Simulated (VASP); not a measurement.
Given:

```xyz
2
Lattice="0.0000 3.5097 3.5097 3.5097 0.0000 3.5097 3.5097 3.5097 0.0000" Properties=species:S:1:pos:R:3 pbc="T T T"
K      0.0000     0.0000     0.0000
I      3.5097     3.5097     3.5097
```

These are PBEsol GGA, VASP's PBE PAW potentials (set 64) (plane waves; VASP) values and carry that method's errors. Run with PREC = Normal, EDIFF = 1E-5, 400 eV cut-off, 7×7×7 Γ-centred mesh, Gaussian smearing of 0.050 eV, potentials K_sv I.

Unless said otherwise, spin-orbit coupling is left out, though it shifts the bands of the heavy elements here.

Estimate the energy per atom (σ→0), band gap (on the k-mesh) with the smallest direct gap where there is one.

```json
{
 "band gap (on the k-mesh)": "3.86 eV",
 "smallest direct gap (on the k-mesh)": "3.86 eV",
 "energy per atom (σ→0)": "-2.908 eV/atom"
}
```

The absolute energy has meaning only against runs of the same code, potentials and settings.

The compound is KI in the rock salt structure. It was relaxed first.
